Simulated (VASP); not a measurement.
VASP runs on Cd (hcp) share one base input (PBE GGA, plane waves, VASP's PBE PAW potentials (set 64)) and change the settings named in each case.

INCAR:
```
! general
SYSTEM   =  Cd
PREC     =  Accurate
ENCUT    =  400
LREAL    =  .False.
LASPH    =  .True.

! electronic loop
EDIFF    =  1E-6
NELM     =  100
ALGO     =  Normal
LMAXMIX  =  4

! smearing
ISMEAR   =  1
SIGMA    =  0.1

! functional
GGA      =  PE

! ions
ISIF     =  2

! output
LWAVE    =  .False.
LCHARG   =  .False.
```

**POSCAR**
```
Cd
1
    1.5198000000    -2.6323710000     0.0000000000
    1.5198000000     2.6323710000     0.0000000000
    0.0000000000     0.0000000000     5.7324000000
Cd
2
Direct
  0.3333330000   0.6666670000   0.2500000000
  0.6666670000   0.3333330000   0.7500000000
```

File KPOINTS:
```
Automatic mesh
0
gamma
12 12 6
```

POTCAR, in this order: Cd (PBE.64 set). Program: vasp_std.

```csv
change,E(σ→0) (eV/atom),pressure (GPa)
base run,-0.7448,-0.86
"ENCUT = 800, POTCAR Cd_sv_GW (PBE.64 set)",-0.7958,-0.47
ENCUT = 520,-0.7459,0.02
ENCUT = 800,-0.7455,0.01
```
 Energies of different potentials or functionals have different zeros.  The base run's pressure lies -0.87 GPa from that at 800 eV (Pulay error).

Left out are runs that ran out of time, are held back, or changed the cell or the kind of run, fixed moments of cells without a moment, rows past the twelfth, gaps on odd meshes, pressures of charged cells and columns that move by less than the noise.

The compound is Cd in the hcp structure. The cell was not relaxed at this level.
